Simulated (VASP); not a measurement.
Moving the choice of potentials or basis in LiBiS3

The cell as given:

```yaml
crystal:
  lattice:
    - [4.56144, 0.00000, 0.00000]
    - [0.00000, 4.56144, 0.00000]
    - [0.00000, 0.00000, 4.56144]
  atoms:
    - { symbol: Li, position: [0.50000, 0.50000, 0.50000] }
    - { symbol: Bi, position: [0.00000, 0.00000, 0.00000] }
    - { symbol: S, position: [0.50000, 0.50000, 0.00000] }
    - { symbol: S, position: [0.00000, 0.50000, 0.50000] }
    - { symbol: S, position: [0.50000, 0.00000, 0.50000] }
```

The cell comes from a database or a generator and needn't be the stable form of this composition.

Kept alike: task relaxation of cell and atoms; functional PBE; k mesh 5 × 5 × 5; occupations fermi-dirac, width 0.05 eV; no spin polarisation. Program: VASP, cutoff 900 eV. The mesh is that of the run's cell of 5 atoms. No spin-orbit coupling.

| choice of potentials or basis | volume (Å³/atom) |
| --- | --- |
| Bi, Li, S | 18.944 |
| Bi_d, Li_sv, S | 18.982 |
| Bi_d, Li_sv, S_h | 18.982 |
| Bi_d_GW, Li_GW, S_GW | 18.982 |
| Bi_d_GW, Li_sv_GW, S_GW | 18.982 |

Stopped at the starting cell, within the stress tolerance: Bi_d, Li_sv, S, Bi_d, Li_sv, S_h, Bi_d_GW, Li_GW, S_GW, Bi_d_GW, Li_sv_GW, S_GW. The relaxations keep at least the cell's symmetry (Pm-3m). For a metal such a mesh leaves the last digits unconverged. Relaxations stop with a little pressure left, so the last digits of a volume or edge aren't settled.

Q: What does the choice of potentials or basis change here?

A: The volume runs from 18.944 (Bi, Li, S) to 18.982 Å³/atom (Bi_d, Li_sv, S; Bi_d, Li_sv, S_h; Bi_d_GW, Li_GW, S_GW; Bi_d_GW, Li_sv_GW, S_GW).
